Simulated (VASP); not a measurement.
A cell of SmB2 (relaxed from the MoSi2 structure, space group I4/mmm) near equilibrium:

```xyz
3
Lattice="-1.8950 1.8950 3.3456 1.8950 -1.8950 3.3456 1.8950 1.8950 -3.3456" Properties=species:S:1:pos:R:3 pbc="T T T"
Sm     0.0000     0.0000     0.0000
B      0.0000     0.0000     2.5680
B      0.0000     0.0000     4.1233
```

Computed with PBEsol GGA, VASP's PBE PAW potentials (set 64) (plane waves; VASP 6.6.1).

The 4f electrons are frozen in the core of the lanthanide potential, so 4f levels, which can set the real gap, and their magnetism are missing.

```csv
run,ΔE (meV/atom),σxx,σyy,σzz,"largest shear component, with its sign (GPa)",largest force (eV/Å)
as it is,0.0,-0.14,-0.14,-0.15,0.00,0.016
after one change,0.5,-0.11,-0.11,-0.16,0.00,0.132
```
Stress is in GPa, positive when the cell is compressed.

Question: Which change was made?
A. atom 2 (B) moved by 0.150 Å along y
B. isotropic strain of -4.0 %
C. atom 1 (Sm) moved by 0.025 Å along x
D. isotropic strain of +1.5 % with the ions relaxed

Answer: C, atom 1 (Sm) moved by 0.025 Å along x

The structure was generated: SmB2 was put into the MoSi2 type (I4/mmm), which need not be its known phase. The electron count is odd and the run is not spin-polarised, which forces a metal.
